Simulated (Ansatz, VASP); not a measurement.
**Ti2NF2 (Ti2NF2 MXene, 1 layer): VASP beside Ansatz**

One calculation is typed for both programs; each brings its own data sets. How far apart do they land? Of the first pair: The structure shown is the start of the Ansatz relaxation below; VASP solves that cell, so the two are compared at the walk's first step.

Program: Ansatz 0.2.0. Level of theory: plane waves, with VASP 6.6.1 beside it; single point at PBE. Results are calculated unless marked as measured.

## 1. The starting structure

The cell holds 5 atoms: 2 F, 2 Ti and 1 N. Cell: a = 3.029 Å, b = 3.029 Å, c = 20.372 Å, α = 90.0°, β = 90.0°, γ = 120.0°. Vacuum lies along c.

## 2. Ansatz: relaxation, PBE

Ansatz runs on its default PAW (the set named soft_2) files.

The two programs are compared at the cell with which this relaxation starts, whose forces are those of its first step.

input.yaml reads:

```yaml
crystal:
  lattice:
    - [3.02874, 0.0, 0.0]
    - [-1.51437, 2.6229657815, 0.0]
    - [0.0, 0.0, 20.3723862711]
  atoms:
    - { symbol: F, position: [0.3333333333, 0.6666666667, 0.3926884113] }
    - { symbol: Ti, position: [0.6666666667, 0.3333333333, 0.4413392179] }
    - { symbol: "N", position: [0.0, 0.0, 0.5] }
    - { symbol: Ti, position: [0.3333333333, 0.6666666667, 0.5586607821] }
    - { symbol: F, position: [0.6666666667, 0.3333333333, 0.6073115887] }
kpoints:
  mp_grid: { grid: [12, 12, 1] }
hamiltonian:
  xc: pbe
scf:
  occupations: { method: fermi_dirac, width: 0.05 }
  convergence: { dr2_threshold: 1.0e-08 }
efield:
  axis: 3
  dipole_correction: true
  ramp_position: 0.97
  ramp_width: 0.04
relax:
  f_tol: 0.01
  cell: { fix: [c, alpha, beta] }
output:
  write_potential: true
  write_density: true
  volumetric_format: npy
```

Command:

```bash
$ ansatz run input.yaml --threads 4 --pin off --max-ram 8192MiB --backend cpu --events-out ev --progress --plain --runs-dir out
```

Numbers of over 12 decimals in the logs are rounded to 6 here.

Log:

```text
Warning: relax.cell: scf.convergence.dr2_threshold = 1e-8 eV is looser than the 5e-10 eV advised for a relaxation that steers and ends on the stress (1e-10 eV for each atom of the cell: 5). What an SCF threshold leaves in a stress goes as its square root, and in the free energy as the threshold itself, and one threshold admits the most on a small cell: [figures from the program's tests cut] Set scf.convergence.dr2_threshold to 5e-10 eV or tighter. The threshold is an SCF's pass mark: one that does not reach it within its budget of iterations ends unconverged, or closes short of it on a stop that the run arms, and scf.convergence.dr2_threshold's page says what that costs each kind of run
Engine: ansatz 0.2.0, aarch64-unknown-linux-gnu
Pseudopotentials: kind: paw
Pseudopotential: F, paw, valence charge 7, recommended cutoff 420 eV (normal), F.paw.azcp
Pseudopotential: Ti, paw, valence charge 12, recommended cutoff 420 eV (normal), Ti.paw.azcp
Pseudopotential: N, paw, valence charge 5, recommended cutoff 420 eV (normal), N.paw.azcp
Functional definition: PBE
  parameter kappa = 0.804
  parameter beta = 0.066725
  exchange = pbe_x(kappa = kappa, mu = beta*pi^2/3)
  correlation = pbe_c(beta = beta)
Crystal: 5 atoms, lattice volume = 161.844 Å³
Basis set: ecut = 420 eV, 3129 PW (Γ), exchange–correlation on 48×48×288 points (8 copies of the dense FFT grid, shifted against one another)
Bands: 27, of which v1, the nominal top of the filled ones, is band 22 counted from 1 (21 counted from 0)
Symmetry: 6 space group operations
k-points: 19 of 144 (time reversal used)
Non-local potential: F, projectors of the file, l = 0: 2, l = 1: 2, l = 2: 1
Non-local potential: Ti, projectors of the file, l = 0: 3, l = 1: 2, l = 2: 3, l = 3: 1
Non-local potential: N, projectors of the file, l = 0: 2, l = 1: 2, l = 2: 1
PAW form: soft (Blöchl's): semilocal exchange-correlation on the pseudo side does not see the compensation charge
PAW one-centre angular grid: F, 110 points (default); XC on 64 Gauss nodes
PAW one-centre angular grid: Ti, 590 points (default); XC on 64 Gauss nodes
PAW one-centre angular grid: N, 110 points (default); XC on 64 Gauss nodes
Initial density: superposition of atomic densities (neutral atoms: chi_scale 0, normalization atom), corrected by the library's trained network
Initial wavefunctions: pseudopotential atomic-orbital guess
Functional: x = pbe(κ = 0.804, μ = 0.219515), c = pbe(β = 0.066725)
SCF iter   1: F=—  HF=-7005.842467 eV  |F-HF|=—  |Δ(HF+E_count)|=         —  Δρ=3.20e-3  dr2=1.69e-2  ethr=1.77e-3  p=-0.001 e·Å  D=-6.66e-4 V/Å  ΔV_dip=0.01 eV  dr2_dipole=1.39e-5  V_vac-E_F(+/−)=2.58/2.56 eV  ⟨swp⟩=6.6  Hψ=2440  notcnv=0
efield: sawtooth ramp at fractional position 0.9700 (set: `efield.ramp_position`, or a place that a band, a saddle search or an elastic batch's reference lends), width 0.0400; the density the first Hamiltonian is built on has a dipole p = -0.001 e·Å; the dipole correction subtracts the counter field D = -6.66e-4 V/Å, which shifts the + side's vacuum level by +0.01 eV against the − side's; the planar-averaged density in the ramp window peaks in size at 6.9e-5 e/Å³
preconditioner: auto → LDOS  [metal: Δε(μ)=0.064 eV  Ē_g=8.867 eV  σ=0.050 eV  W_gap=0.31  n_scr=14 (ndim 8)  ℏωp=14.0 eV  f_vac=0.669  D(μ)=1.82/eV (n_scr^D=8)  β→1.0]
SCF iter   2: F=—  HF=-7005.847851 eV  |F-HF|=—  |Δ(HF+E_count)|=   5.38e-3  Δρ=3.04e-3  dr2=9.73e-3  ethr=3.93e-5  p=0.000 e·Å  D=2.29e-4 V/Å  ΔV_dip=-0.00 eV  dr2_dipole=1.90e-5  V_vac-E_F(+/−)=1.94/1.95 eV  ⟨swp⟩=3.3  Hψ=1274  notcnv=0
SCF iter   3: F=—  HF=-7005.844847 eV  |F-HF|=—  |Δ(HF+E_count)|=   3.00e-3  Δρ=6.88e-4  dr2=4.71e-4  ethr=2.26e-5  p=-0.000 e·Å  D=-7.97e-5 V/Å  ΔV_dip=0.00 eV  dr2_dipole=7.49e-7  V_vac-E_F(+/−)=2.11/2.11 eV  ⟨swp⟩=2.2  Hψ=877  notcnv=0
SCF iter   4: F=—  HF=-7005.844796 eV  |F-HF|=—  |Δ(HF+E_count)|=   5.05e-5  Δρ=8.09e-5  dr2=7.21e-6  ethr=1.09e-6  p=-0.000 e·Å  D=-4.44e-6 V/Å  ΔV_dip=0.00 eV  dr2_dipole=3.40e-9  V_vac-E_F(+/−)=2.07/2.07 eV  ⟨swp⟩=2.0  Hψ=789  notcnv=0
SCF iter   5: F=—  HF=-7005.844953 eV  |F-HF|=—  |Δ(HF+E_count)|=   1.57e-4  Δρ=2.20e-5  dr2=5.48e-7  ethr=1.68e-8  p=-0.000 e·Å  D=-5.67e-6 V/Å  ΔV_dip=0.00 eV  dr2_dipole=1.90e-9  V_vac-E_F(+/−)=2.07/2.07 eV  ⟨swp⟩=2.8  Hψ=1065  notcnv=0
SCF iter   6: F=—  HF=-7005.844954 eV  |F-HF|=—  |Δ(HF+E_count)|=   9.13e-7  Δρ=4.00e-6  dr2=1.75e-8  ethr=1.27e-9  p=0.000 e·Å  D=9.82e-7 V/Å  ΔV_dip=-0.00 eV  dr2_dipole=1.99e-10  V_vac-E_F(+/−)=2.07/2.07 eV  ⟨swp⟩=2.0  Hψ=785  notcnv=0
[...]
SCF 5 converged in 6 iterations: F = -7006.920062 eV  dr2 = 1.14e-9
relax step   5: F+E_penalty+E_count = -7006.92006219 eV  Δ(F+E_penalty+E_count) = +1.273e-4 eV  max|allowed force component| = 8.455e-3 eV/Å  Δτ_max = 0.0109 Å  P = -0.029 GPa  Ω = 165.061 Å³  energy of the carried Pulay correction = -3.927e-3 eV  fix = [c, alpha, beta]  reactions: c -0.020 GPa  (6 SCF iters, accepted)
Initial wavefunctions: pseudopotential atomic-orbital guess (no wavefunctions were taken with the density)
iter 1 solved again at ethr=3.09e-7 eV; its pass at ethr=3.10e-3 eV (dr2=1.33e-4 eV) is discarded
SCF iter   1: F=—  HF=-7006.923574 eV  |F-HF|=—  |Δ(HF+E_count)|=         —  Δρ=1.58e-4  dr2=4.25e-6  ethr=3.09e-7  p=0.000 e·Å  D=2.61e-6 V/Å  ΔV_dip=-0.00 eV  dr2_dipole=2.16e-13  V_vac-E_F(+/−)=4.43/4.43 eV  ⟨swp⟩=4.4  Hψ=4240  notcnv=0
efield: sawtooth ramp at fractional position 0.9700 (set: `efield.ramp_position`, or a place that a band, a saddle search or an elastic batch's reference lends), width 0.0400; the density the first Hamiltonian is built on has a dipole p = 0.000 e·Å; the dipole correction subtracts the counter field D = 2.61e-6 V/Å, which shifts the + side's vacuum level by -0.00 eV against the − side's; the planar-averaged density in the ramp window peaks in size at 3.7e-6 e/Å³
preconditioner: auto → LDOS  [metal: Δε(μ)=0.081 eV  Ē_g=10.980 eV  σ=0.050 eV  W_gap=0.37  n_scr=14 (ndim 8)  ℏωp=15.0 eV  f_vac=0.665  D(μ)=2.17/eV (n_scr^D=10)  β→1.0]
SCF iter   2: F=—  HF=-7006.924777 eV  |F-HF|=—  |Δ(HF+E_count)|=   1.20e-3  Δρ=6.67e-5  dr2=3.95e-6  ethr=9.88e-9  p=0.000 e·Å  D=3.50e-6 V/Å  ΔV_dip=-0.00 eV  dr2_dipole=2.05e-10  V_vac-E_F(+/−)=4.43/4.43 eV  ⟨swp⟩=3.2  Hψ=1027  notcnv=0
SCF iter   3: F=—  HF=-7006.924761 eV  |F-HF|=—  |Δ(HF+E_count)|=   1.57e-5  Δρ=1.50e-5  dr2=1.70e-7  ethr=9.19e-9  p=0.000 e·Å  D=2.93e-6 V/Å  ΔV_dip=-0.00 eV  dr2_dipole=1.94e-11  V_vac-E_F(+/−)=4.43/4.43 eV  ⟨swp⟩=2.0  Hψ=755  notcnv=0
SCF iter   4: F=-7006.924776 eV  HF=-7006.924775 eV  |F-HF|=1.07e-6  |Δ(HF+E_count)|=   1.36e-5  Δρ=1.82e-6  dr2=1.96e-9  ethr=2.33e-11  p=0.000 e·Å  D=2.61e-6 V/Å  ΔV_dip=-0.00 eV  dr2_dipole=1.79e-12  V_vac-E_F(+/−)=4.43/4.43 eV  ⟨swp⟩=10.7  Hψ=4584  notcnv=0
SCF 6 converged in 4 iterations: F = -7006.924776 eV  dr2 = 1.96e-9
relax step   6: F+E_penalty+E_count = -7006.92477590 eV  Δ(F+E_penalty+E_count) = -4.714e-3 eV  max|allowed force component| = 9.079e-3 eV/Å  Δτ_max = 0.0000 Å  P = +0.038 GPa  Ω = 165.061 Å³  fix = [c, alpha, beta]  reactions: c +0.030 GPa  stress off target by 4.20e-2 GPa on what of the cell is left free  SCF on the basis re-selected at this cell (its energy is not comparable with the rows above)  (4 SCF iters)
basis re-selected at this cell: Δ(F+E_penalty+E_count) = -4.714e-3 eV, ΔP = +0.067 GPa vs the last step (what re-selecting the basis moved, of the pressure what is left beyond the Pulay correction that the steps carried, after the strain that the cell walked since its last selection, with what the two solves' SCF thresholds leave and, on support functions, any second-order correction that the steps lacked; it is no m [...]
WARN: The output density's exchange-correlation potential varies sharply where the density is thin. Do not read a vacuum level from v_tot or v_xc, or from such a field of the output density. On a cell that repeats whose density bears no net charge and no dipole along the vacuum's axis use v_es (v_loc + v_h of the components); under efield.dipole_correction with no amplitude use v_es + v_field, which holds any externa [...]
SCF converged after 4 iterations
Free energy (F): -7006.924776 eV
Harris-Foulkes:  -7006.924775 eV  (|F-HF|=1.07e-6)
Internal energy: -7006.907534 eV  (E = F + TS)
E sigma→0 (E₀):  -7006.916155 eV
Entropy (-TS):   -0.017242 eV (-3.448 meV/atom)
Fermi energy:    1.184057 eV
Dipole field:    D = 0.000001 V/Å  (p = 0.000001 e·Å, saw-weighted, corrected)
Work function:   Φ+ = 4.4338 eV   Φ− = 4.4339 eV
Levels:          The Fermi level and band energies are counted from a zero that moves with the ramp; work functions are not
--- Per-component energies (eV) ---
  E_band       = -848.589651
  E_kinetic    = 1094.483835
  E_local      = -39910.928852  (includes V_loc(G=0)·N_el)
  E_nonlocal   = 207.629767
  E_hartree    = 19390.778045
  E_xc         = -417.368034
  E_vxc        = -528.652981  (∫ρ·V_xc dr)
  E_paw        = -2623.439537  (= ΣΔE_a)
  E_vpaw       = -492.679882  (= ΣTr[D̂ρ^β])
  E_aug_tail   = 0.004447  (compensation charges beyond the density's cutoff)
  E_efield     = 0.000000  (sawtooth field / dipole correction)
  E_vefield    = -0.000006  (∫n·V_field dr)
  E_ewald      = 15251.932795
  E_smearing   = -0.017242  (= −TS)
  E_closure    = 0.000000  (closes the sum)
  Σ components = -7006.924776   (vs F -7006.924776, Δ=0.00e0)
--- Forces (eV/Å), atoms counted from 1 ---
  atom   1  F      0.00000000    -0.00000000    -0.00907747
  atom   2  Ti     0.00000000     0.00000000     0.00516298
  atom   3  N      0.00000000    -0.00000000     0.00000144
  atom   4  Ti     0.00000000    -0.00000000    -0.00516348
  atom   5  F     -0.00000000     0.00000000     0.00907913
  max |Σ_I F_I| component: 2.61e-6 eV/Å
--- Stress (GPa, compression-positive) ---
        0.042030       0.000000       0.000000
        0.000000       0.042030       0.000000
        0.000000       0.000000       0.029518
  P = ⅓ Tr σ = 0.0379 GPa (0.379 kbar)
--- Band table (eV; the first three rows and the last of 19) ---
  k-point 0: bands = [... 18 lower, -3.7022, -3.7022, 0.5091, 0.5091, 1.2797, 2.5014, 2.5014, 2.5059, ... 1 higher]
  k-point 1: bands = [... 18 lower, -3.8962, -3.7610, 0.3863, 0.6246, 1.2798, 2.3688, 2.5040, 2.5548, ... 1 higher]
  k-point 2: bands = [... 18 lower, -3.9433, -3.8935, 0.0526, 0.9395, 1.3432, 2.2987, 2.5270, 2.5710, ... 1 higher]
  k-point 18: bands = [... 18 lower, -4.8821, -4.1657, 1.0861, 1.2083, 1.2083, 2.8692, 2.8692, 2.9560, ... 1 higher]
--- Relaxed structure (5 steps of the walk, 5 accepted, 1 SCFs on fresh bases) ---
  F+E_penalty+E_count = -7006.92477590 eV   max|allowed force component| = 9.079e-3 eV/Å   (the final SCF, on the basis selected at the relaxed cell)
  cell:  # Å, volume = 165.0615 Å³
    - [3.058698, 1.1086613347906599e-18, 0]
    - [-1.529349, 2.648910, 0]
    - [0, 0, 20.3723862711]
  atoms:
    - { symbol: F, position: [0.333333, 0.666667, 0.386349] }
    - { symbol: Ti, position: [0.666667, 0.333333, 0.447572] }
    - { symbol: N, position: [0, 0, 0.500000] }
    - { symbol: Ti, position: [0.333333, 0.666667, 0.552428] }
    - { symbol: F, position: [0.666667, 0.333333, 0.613651] }
```

Reading the cycles: dr2 is the Hartree energy of the density residual (eV), the measure of convergence; HF is the Harris–Foulkes estimate of the energy, which meets the free energy F at convergence.

[end of part 1 of 2]

[Lines on the potential files, build, host, timing and source positions are cut from VASP's logs without a mark.]

[Logs are printed without paths, hosts, clocks, repeated set-up lines and the standing remarks that a program may print on its own settings, such as how far it seeks lower states.]

[Hosts, paths, dates, database ids (printed as entryN), source tags and the programs' standing remarks are cut or masked in the printed files.]
